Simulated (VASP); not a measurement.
Data:

```
AlP
1.0
    0.00000     2.72424     2.72424
    2.72424     0.00000     2.72424
    2.72424     2.72424     0.00000
Al P
1 1
Direct
  0.00000   0.00000   0.00000
  0.25000   0.25000   0.25000
```

All values below come from PW91 GGA, VASP's PBE PAW potentials (set 64) (plane waves; VASP). Settings: 520 eV cut-off, 8×8×8 Γ-centred mesh, Gaussian smearing of 0.050 eV, potentials Al P.

Q: Predict the energy per atom (σ→0), pressure, band gap (on the k-mesh) with the smallest direct gap where there is one.

A: 
The band gap (on the k-mesh) is 1.58 eV, the smallest direct gap (on the k-mesh) is 3.36 eV and the energy per atom (σ→0) comes out as -501.4 kJ/mol of atoms. The pressure comes out as 2.71 GPa.

Total energies compare only between runs with the same potentials, cut-off and functional.

The compound is AlP in the zinc blende structure. This cell is one point of a volume scan, at 0.97 of the reference volume.
